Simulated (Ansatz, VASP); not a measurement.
# NiHO2 (NiHO2 monolayer): VASP beside Ansatz, part 2 of 3

One calculation is typed for both programs; each brings its own data sets. How far apart do they land? The cell is taken from a series of runs on this material, whose earlier steps may have relaxed, scaled, displaced or heated it; both programs get it as it stands.

VASP 6.6.1 and Ansatz 0.2.0.

So far: The structure; Ansatz: single point, PBEsol, DFT+U, pair 1.

## 3. VASP: single point, PBEsol, DFT+U, pair 1

Level of this step: PBEsol, DFT+U (Ni d 2.4 eV), spin-polarised from a ferromagnetic start; plane waves and PAW (Ni, O, H) (VASP).

The same cell, functional, mesh and smearing now go to VASP, with its own data sets.

Lines of VASP's logs that name or quote its potential files are left out, and so is its time.

Input file INCAR:

```
SYSTEM = NiHO2
PREC = Accurate
ENCUT = 520
EDIFF = 1E-06
NELM = 200
ISMEAR = -1
SIGMA = 0.05
LREAL = .FALSE.
ALGO = Normal
GGA = PS
NBANDS = 37
ISPIN = 2
MAGMOM = 1 1 -0.1 -0.1 0.03 0.03 0 0
LDAU = .TRUE.
LDAUTYPE = 2
LDAUL = 2 -1 -1
LDAUU = 2.4 0 0
LDAUJ = 0 0 0
LDAUPRINT = 1
LASPH = .TRUE.
LMAXMIX = 4
LORBIT = 11
LWAVE = .FALSE.
LCHARG = .FALSE.
ISIF = 2
GGA_COMPAT = .FALSE.
KPAR = 2
```

Input file POSCAR:

```
NiHO2
1.0
    2.9785591380      0.0000002890      0.0000000000
   -2.9785596380      5.1590154720      0.0000000000
    0.0000000000      0.0000000000     17.9903920000
Ni O H
2 4 2
Direct
    0.6666670000      0.1666665000      0.4720140000
    0.6666670000      0.6666665000      0.4720140000
    0.0000003340      0.4999998340      0.4168890000
    0.0000003340      0.9999998340      0.4168890000
    0.3333336660      0.3333331660      0.5284540000
    0.3333336660      0.8333331660      0.5284540000
    0.3333336660      0.3333331660      0.5831110000
    0.3333336660      0.8333331660      0.5831110000
```

Input file KPOINTS:

```
Automatic mesh
0
Gamma
16 8 1
0 0 0
```

Potentials, in the order of the species: Ni, O and H (PBE family, release 64).

Run with:

```sh
$ mpirun -np 2 vasp_std
```

Numbers of over 12 decimals in the logs are rounded to 6 here.

What it wrote:

```text
[banner, memory and clock lines left out]
running    2 mpi-ranks, on    1 nodes
 distrk:  each k-point on    1 cores,    2 groups
 distr:  one band on    1 cores,    1 groups

 POSCAR found type information on POSCAR NiO H
 POSCAR found :  3 types and       8 ions
|                                                                             |
|               ----> ADVICE to this user running VASP <----                  |
|                                                                             |
|     You enforced a specific xc type in the INCAR file but a different       |
|     [... a line on the potential file left out ...]
|     I HOPE YOU KNOW WHAT YOU ARE DOING!                                     |
|                                                                             |

 LDA part: xc-table for (Slater+PW92), standard interpolation
 POSCAR, INCAR and KPOINTS ok, starting setup
 FFT: planning ... GRIDC
 FFT: planning ... GRID_SOFT
 FFT: planning ... GRID
 WAVECAR not read
 entering main loop
       N       E                     dE             d eps       ncg     rms          rms(c)
DAV:   1     0.412168675472E+03    0.41217E+03   -0.18443E+04  6068   0.104E+03
DAV:   2     0.243695675502E+02   -0.38780E+03   -0.34790E+03  7297   0.271E+02
DAV:   3    -0.498761578141E+02   -0.74246E+02   -0.72441E+02  7110   0.132E+02
DAV:   4    -0.520385227563E+02   -0.21624E+01   -0.21467E+01  7417   0.276E+01
DAV:   5    -0.520794783033E+02   -0.40956E-01   -0.40934E-01  7382   0.389E+00    0.303E+01
DAV:   6    -0.560936509504E+02   -0.40142E+01   -0.80817E+01  9265   0.123E+02    0.491E+01
DAV:   7    -0.428890795953E+02    0.13205E+02   -0.33787E+01  8404   0.816E+01    0.120E+01
DAV:   8    -0.426748679965E+02    0.21421E+00   -0.59553E+00  9265   0.301E+01    0.777E+00
DAV:   9    -0.424894627083E+02    0.18541E+00   -0.14698E+00  8738   0.910E+00    0.418E+00
DAV:  10    -0.423782705860E+02    0.11119E+00   -0.42821E-01  8930   0.840E+00    0.179E+00
DAV:  11    -0.424095584938E+02   -0.31288E-01   -0.88038E-02  7583   0.411E+00    0.104E+00
DAV:  12    -0.424143782831E+02   -0.48198E-02   -0.80459E-03  7043   0.585E-01    0.679E-01
DAV:  13    -0.424216476454E+02   -0.72694E-02   -0.66316E-03  7700   0.749E-01    0.196E-01
DAV:  14    -0.424337349407E+02   -0.12087E-01   -0.37512E-03  7669   0.383E-01    0.113E-01
[...]
DAV:  24    -0.424455926750E+02   -0.43060E-04   -0.23813E-06  5996   0.852E-03    0.223E-03
DAV:  25    -0.424456220332E+02   -0.29358E-04   -0.71851E-07  5383   0.513E-03    0.807E-04
DAV:  26    -0.424456442320E+02   -0.22199E-04   -0.86833E-07  5254   0.333E-03    0.576E-04
DAV:  27    -0.424456507330E+02   -0.65011E-05   -0.16414E-07  5132   0.186E-03    0.585E-04
DAV:  28    -0.424456533961E+02   -0.26630E-05   -0.50275E-08  4877   0.101E-03    0.270E-04
DAV:  29    -0.424456561986E+02   -0.28026E-05   -0.48491E-08  4696   0.103E-03    0.214E-04
DAV:  30    -0.424456573152E+02   -0.11165E-05   -0.17077E-08  4906   0.715E-04    0.175E-04
DAV:  31    -0.424456579179E+02   -0.60273E-06   -0.77149E-09  4871   0.342E-04
   1 F= -.42445658E+02 E0= -.42432481E+02  d E =-.263529E-01  mag=     2.0000
```

OUTCAR, selected parts (step 3):

```text
ion  position               nearest neighbor table
   1  0.667  0.167  0.472-   4 1.99   4 1.99   3 1.99   5 2.00   5 2.00   6 2.00   2 2.98   2 2.98
                             2 2.98   2 2.98
   2  0.667  0.667  0.472-   3 1.99   3 1.99   4 1.99   6 2.00   6 2.00   5 2.00   1 2.98   1 2.98
                             1 2.98   1 2.98
   3  0.000  0.500  0.417-   2 1.99   2 1.99   1 1.99
   4  0.000  1.000  0.417-   1 1.99   1 1.99   2 1.99
   5  0.333  0.333  0.528-   7 0.98   1 2.00   1 2.00   2 2.00
   6  0.333  0.833  0.528-   8 0.98   2 2.00   2 2.00   1 2.00
   7  0.333  0.333  0.583-   5 0.98
   8  0.333  0.833  0.583-   6 0.98

  LATTYP: Found a simple orthorhombic cell.
 ALAT       =     2.9785591380
 B/A-ratio  =     1.7320508078
 C/A-ratio  =     6.0399646831

 Subroutine GETGRP returns: Found  2 space group operations
 (whereof  2 operations were pure point group operations)

The static configuration has the point symmetry C_1h.

 Found     41 irreducible k-points:

   k-points           NKPTS =     41   k-points in BZ     NKDIM =     41   number of bands    NBANDS=     37

   dimension x,y,z NGX =    24 NGY =   48 NGZ =  140
   dimension x,y,z NGXF=    48 NGYF=   96 NGZF=  280

   ENCUT  =  520.0 eV  38.22 Ry    6.18 a.u.   5.54 11.08 33.45*2*pi/ulx,y,z

   NELECT =      46.0000    total number of electrons

 k-points in reciprocal lattice and weights: Automatic mesh
   0.00000000  0.00000000  0.00000000       0.008
   0.06250000 -0.00000000  0.00000000       0.031
   0.12500000 -0.00000000  0.00000000       0.031
   0.18750000  0.00000000  0.00000000       0.031
   0.25000000 -0.00000000  0.00000000       0.031
   0.31250000  0.00000000  0.00000000       0.031
   0.37500000  0.00000000  0.00000000       0.031
   0.43750000 -0.00000000  0.00000000       0.031
   0.50000000 -0.00000000  0.00000000       0.008
[...]
0.00000000  0.50000000  0.00000000       0.008
   0.50000000  0.50000000  0.00000000       0.008

atom =   1  type =  1  l = 2

 onsite density matrix

spin component  1

  0.9333 -0.0000 -0.0000 -0.0441  0.0000
 -0.0000  0.8976  0.0000  0.0000 -0.0441
 -0.0000  0.0000  0.9692  0.0000  0.0000
 -0.0441  0.0000  0.0000  0.8976  0.0000
  0.0000 -0.0441  0.0000  0.0000  0.9333

spin component  2

  0.7400 -0.0000 -0.0000 -0.2951  0.0000
 -0.0000  0.5862 -0.0000  0.0000 -0.2951
 -0.0000 -0.0000  0.9654  0.0000 -0.0000
 -0.2951  0.0000  0.0000  0.5862  0.0000
  0.0000 -0.2951 -0.0000  0.0000  0.7400

 occupancies and eigenvectors

  o =  0.3581  v =  0.0000  0.0000  0.0000  0.0000  0.0000 -0.0003  0.7912  0.0000 -0.0004  0.6115      0.0000  0.0000  0.0000  0.0000  0.0000  0.0000  0.0000  0.0000  0.0000  0.0000
  o =  0.3581  v =  0.0000  0.0000  0.0000  0.0000  0.0000 -0.6115 -0.0004 -0.0000 -0.7912 -0.0003      0.0000  0.0000  0.0000  0.0000  0.0000  0.0000  0.0000  0.0000  0.0000  0.0000
  o =  0.8679  v = -0.5589  0.0007 -0.0000 -0.8292  0.0005  0.0000  0.0000  0.0000  0.0000  0.0000      0.0000  0.0000  0.0000  0.0000  0.0000  0.0000  0.0000  0.0000  0.0000  0.0000
  o =  0.8679  v = -0.0005 -0.8292  0.0000 -0.0007 -0.5589  0.0000  0.0000  0.0000  0.0000  0.0000      0.0000  0.0000  0.0000  0.0000  0.0000  0.0000  0.0000  0.0000  0.0000  0.0000
  o =  0.9630  v =  0.8292  0.0013  0.0000 -0.5589 -0.0019  0.0000  0.0000  0.0000  0.0000  0.0000      0.0000  0.0000  0.0000  0.0000  0.0000  0.0000  0.0000  0.0000  0.0000  0.0000
[...]
o =  0.8679  v = -0.0005 -0.8292  0.0000 -0.0007 -0.5589  0.0000  0.0000  0.0000  0.0000  0.0000      0.0000  0.0000  0.0000  0.0000  0.0000  0.0000  0.0000  0.0000  0.0000  0.0000
  o =  0.9630  v =  0.8292  0.0013  0.0000 -0.5589 -0.0019  0.0000  0.0000  0.0000  0.0000  0.0000      0.0000  0.0000  0.0000  0.0000  0.0000  0.0000  0.0000  0.0000  0.0000  0.0000
  o =  0.9630  v = -0.0019  0.5589 -0.0000  0.0013 -0.8292  0.0000  0.0000  0.0000  0.0000  0.0000      0.0000  0.0000  0.0000  0.0000  0.0000  0.0000  0.0000  0.0000  0.0000  0.0000
  o =  0.9654  v =  0.0000  0.0000  0.0000  0.0000  0.0000 -0.0000  0.0000 -1.0000  0.0000 -0.0000      0.0000  0.0000  0.0000  0.0000  0.0000  0.0000  0.0000  0.0000  0.0000  0.0000
  o =  0.9680  v =  0.0000  0.0000  0.0000  0.0000  0.0000  0.0011  0.6115  0.0000 -0.0009 -0.7912      0.0000  0.0000  0.0000  0.0000  0.0000  0.0000  0.0000  0.0000  0.0000  0.0000
  o =  0.9680  v =  0.0000  0.0000  0.0000  0.0000  0.0000  0.7912 -0.0009 -0.0000 -0.6115  0.0011      0.0000  0.0000  0.0000  0.0000  0.0000  0.0000  0.0000  0.0000  0.0000  0.0000
  o =  0.9692  v = -0.0000  0.0000  1.0000  0.0000 -0.0000  0.0000  0.0000  0.0000  0.0000  0.0000      0.0000  0.0000  0.0000  0.0000  0.0000  0.0000  0.0000  0.0000  0.0000  0.0000

 average (electrostatic) potential at core
       1 -94.1919       2 -94.1919       3 -77.5888       4 -77.5888       5 -79.3085
       6 -79.3085       7 -43.0302       8 -43.0302

 E-fermi :  -2.8812

 spin component 1
 k-point     1 :       0.0000    0.0000    0.0000
  band No.  band energies     occupation
    ...
     19      -4.9486      1.00000
     20      -4.9486      1.00000
     21      -4.7562      1.00000
     22      -4.0163      1.00000
     23      -3.0770      0.98044
     24      -2.3969      0.00006
     25      -2.1756      0.00000
     26      -2.1756      0.00000
     27      -1.5853      0.00000
     28       1.2344      0.00000
    ...

 k-point     2 :       0.0625   -0.0000    0.0000
  band No.  band energies     occupation
    ...
     19      -5.0287      1.00000
     20      -4.8986      1.00000
     21      -4.7061      1.00000
     22      -3.9656      1.00000
     23      -3.0793      0.98130
     24      -2.4664      0.00025
     25      -2.3043      0.00001
     26      -2.2004      0.00000
     27      -1.4821      0.00000
     28       1.3327      0.00000
    ...

 k-point     3 :       0.1250   -0.0000    0.0000
  band No.  band energies     occupation
    ...
     19      -5.1256      1.00000
     20      -4.8067      1.00000
     21      -4.6065      1.00000
     22      -3.8950      1.00000
     23      -3.0838      0.98290
     24      -2.6400      0.00796
     25      -2.6317      0.00675
     26      -2.2639      0.00000
     27      -1.1993      0.00000
     28       1.6177      0.00000
    ...

 k-point     4 :       0.1875    0.0000    0.0000
  band No.  band energies     occupation
    ...
     20      -4.7582      1.00000
     21      -4.5325      1.00000
     22      -3.9260      1.00000
     23      -3.0840      0.98296
     24      -2.9997      0.91445
     25      -2.8262      0.24964
     26      -2.3383      0.00002
     27      -0.7765      0.00000
     28       2.0703      0.00000
     29       2.1154      0.00000
    ...

 k-point     5 :       0.2500   -0.0000    0.0000
  band No.  band energies     occupation
    ...
     21      -4.5090      1.00000
     22      -4.1866      1.00000
     23      -3.1904      0.99794
     24      -3.0790      0.98122
     25      -2.9115      0.64687
     26      -2.3934      0.00006
     27      -0.2336      0.00000
     28       2.0615      0.00000
     29       2.6770      0.00000
     30       4.2106      0.00000
    ...

 k-point     6 :       0.3125    0.0000    0.0000
  band No.  band energies     occupation
    ...
     20      -4.9428      1.00000
     21      -4.5749      1.00000
     22      -4.5325      1.00000
     23      -3.1978      0.99823
     24      -3.0840      0.98296
     25      -2.8262      0.24964
     26      -2.4157      0.00009
     27       0.4243      0.00000
     28       2.1154      0.00000
     29       3.4313      0.00000
    ...

  Total       -4.4775519     -4.4775833     -4.2037068     -0.0000000     -0.0000001      0.0000000
  in kB      -25.9500081    -25.9501904    -24.3629172     -0.0000000     -0.0000006      0.0000000
  external PRESSURE =     -25.4210386 kB  Pullay stress =       0.0000000 kB

  energy-cutoff  :      520.00
  volume of cell :      276.45
      direct lattice vectors                 reciprocal lattice vectors
     2.978559138  0.000000289  0.000000000     0.335732781  0.193835455  0.000000000
    -2.978559638  5.159015472  0.000000000    -0.000000019  0.193835423  0.000000000
     0.000000000  0.000000000 17.990392000     0.000000000  0.000000000  0.055585226

 POSITION                                       TOTAL-FORCE (eV/Angst)
 -----------------------------------------------------------------------------------
      1.48928      0.85984      8.49172        -0.000000      0.000002     -1.610571
      0.00000      3.43934      8.49172        -0.000000      0.000002     -1.610571
     -1.48928      2.57951      7.50000         0.000000     -0.000005      1.649091
     -2.97856      5.15901      7.50000         0.000000     -0.000005      1.649091
      0.00000      1.71967      9.50709        -0.000000      0.000001      0.247194
     -1.48928      4.29918      9.50709        -0.000000      0.000001      0.247194
      0.00000      1.71967     10.49040        -0.000000      0.000001     -0.285715
     -1.48928      4.29918     10.49040        -0.000000      0.000001     -0.285715
 -----------------------------------------------------------------------------------
    total drift:                               -0.007042     -0.000013      0.000083

  FREE ENERGIE OF THE ION-ELECTRON SYSTEM (eV)
  ---------------------------------------------------
  free  energy   TOTEN  =       -42.4456579179 eV

  energy  without entropy=      -42.4193049987  energy(sigma->0) =      -42.43248146

 total charge
# of ion       s       p       d       tot
------------------------------------------
    1        0.401   0.536   8.221   9.158
    2        0.401   0.536   8.221   9.158
    3        1.585   3.236   0.000   4.821
    4        1.585   3.236   0.000   4.821
    5        1.560   3.520   0.000   5.081
    6        1.560   3.520   0.000   5.081
    7        0.613   0.112   0.000   0.725
    8        0.613   0.112   0.000   0.725
--------------------------------------------------
tot          8.319  14.808  16.441  39.568

 magnetization (x)
# of ion       s       p       d       tot
------------------------------------------
    1        0.004   0.003   1.014   1.021
    2        0.004   0.003   1.014   1.021
    3        0.005  -0.098   0.000  -0.093
    4        0.005  -0.098   0.000  -0.093
    5        0.020   0.029   0.000   0.049
    6        0.020   0.029   0.000   0.049
    7        0.005   0.001   0.000   0.006
    8        0.005   0.001   0.000   0.006
--------------------------------------------------
tot          0.068  -0.130   2.028   1.966

[... 6 further parts left out ...]
```

The magnetic state follows from one typed start and may not be the lowest.

## 4. Comparison

Known differences besides the potentials themselves: VASP starts from the moments at which Ansatz ended; U acts on the PAW sphere in VASP and on atomic orbitals in Ansatz, so only states and trends compare; the data sets hold 62 valence electrons in Ansatz (on its default PAW (the set named soft_2) files) and 46 in VASP; the cutoff is 420 eV in Ansatz and 520 eV in VASP; Ansatz makes its cores anew for this functional, VASP keeps those of its PBE data sets; site moments are counted in spheres of each program's own size. Total energies have different zeros and are not compared.

The two programs side by side:

```
          quantity  Ansatz   VASP  difference
 total moment (μB)    2.00   2.00        0.00
moment on Ni1 (μB)    1.00   1.02       -0.02
moment on Ni2 (μB)    1.00   1.02       -0.02
 moment on O3 (μB)   -0.10  -0.09        0.00
 moment on O4 (μB)   -0.10  -0.09        0.00
```

Where the cell holds vacuum, a pressure given here is an average over it and none of the material.

## 5. Ansatz: single point, PBEsol, DFT+U, pair 2

A single point takes one fixed geometry, so differences don't come from the geometry; what else differs is listed under the comparison.

The cell is taken from a series of runs on this material, whose earlier steps may have relaxed, scaled, displaced or heated it; both programs get it as it stands.

Input file input.yaml:

```yaml
crystal:
  lattice:
    - [2.978559138, 2.89e-07, 0.0]
    - [-2.978559638, 5.159015472, 0.0]
    - [0.0, 0.0, 17.990392]
  atoms:
    - { symbol: Ni, position: [0.666667, 0.1666665, 0.472014], spin: 2.0 }
    - { symbol: Ni, position: [0.666667, 0.6666665, 0.472014], spin: -2.0 }
    - { symbol: O, position: [3.33e-07, 0.499999834, 0.416889] }
    - { symbol: O, position: [3.33e-07, 0.999999834, 0.416889] }
    - { symbol: O, position: [0.333333667, 0.333333166, 0.528454] }
    - { symbol: O, position: [0.333333667, 0.833333166, 0.528454] }
    - { symbol: H, position: [0.333333667, 0.333333166, 0.583111] }
    - { symbol: H, position: [0.333333667, 0.833333166, 0.583111] }
magnetization:
  spin_polarized: true
kpoints:
  mp_grid: { grid: [16, 8, 1] }
hamiltonian:
  xc: pbesol
  hubbard:
    sites:
      - { species: Ni, l: d, u_eff: 2.4 }
      - { site: 0, l: d, u_eff: 2.4, starting_ns: [{ spin: up, occupation_matrix: ni1_major }, { spin: down, occupation_matrix: ni1_minor }] }
      - { site: 1, l: d, u_eff: 2.4, starting_ns: [{ spin: up, occupation_matrix: ni1_minor }, { spin: down, occupation_matrix: ni1_major }] }
    projectors: ortho-atomic
    occupation_matrices:
      ni1_major:
        matrix:
          - [0.994, 0.0, 0.0, 0.0, 0.0]
          - [0.0, 0.899, 0.0, 0.0, 0.065]
          - [0.0, 0.0, 0.899, 0.065, 0.0]
          - [0.0, 0.0, 0.065, 0.938, 0.0]
          - [0.0, 0.065, 0.0, 0.0, 0.938]
      ni1_minor:
        matrix:
          - [0.991, 0.0, 0.0, 0.0, 0.0]
          - [0.0, 0.597, 0.0, 0.0, 0.308]
          - [0.0, 0.0, 0.597, 0.308, 0.0]
          - [0.0, 0.0, 0.308, 0.751, 0.0]
          - [0.0, 0.308, 0.0, 0.0, 0.751]
scf:
  occupations: { method: fermi_dirac, width: 0.05 }
output:
  eigenvalues: true
```

Run with:

```sh
$ ansatz run input.yaml --threads 4 --pin off --max-ram 8192MiB --backend cpu --events-out ev --progress --plain --runs-dir out
```

What it wrote:

```text
[...]
Crystal: 8 atoms, lattice volume = 276.448 Å³
Basis set: ecut = 420 eV, 5329 PW (Γ)
Bands: 41, of which v1, the nominal top of the filled ones, is band 31 counted from 1 (30 counted from 0)
Symmetry: 2 space group operations
[...]
k-points: 41 of 128 (time reversal used)
[...]
Starting moments: Σ|m| = 4 μB on 2 of 8 sites
[...]
k-point 1 ↑: bands = [... 27 lower, -3.6244, -3.1398, -2.7365, -1.6227, -1.2130, -0.3941, -0.0618, 0.3651, ... 6 higher]
  k-point 2 ↑: bands = [... 27 lower, -3.5036, -3.1267, -2.6619, -1.7704, -1.2625, -0.4043, 0.0302, 0.3443, ... 6 higher]
  k-point 40 ↓: bands = [... 27 lower, -3.5233, -3.2415, -3.1137, -1.9914, -1.6968, -0.3857, -0.0544, 3.2049, ... 6 higher]
Occupation matrices written to <dir>
[key lines of the parts left out:]
SCF converged after 24 iterations
Magnetization: 0.0000 μB (31.0000 up, 31.0000 down)
Free energy (F): -13877.411372 eV
Fermi energy:    -1.695333 eV
```

(Continued in part 3 of 3.)

[Lines on the potential files, build, host, timing and source positions are cut from VASP's logs without a mark.]

[Logs are printed without paths, hosts, clocks, repeated set-up lines and the standing remarks that a program may print on its own settings, such as how far it seeks lower states.]

[Hosts, paths, dates, database ids (printed as entryN), source tags and the programs' standing remarks are cut or masked in the printed files.]
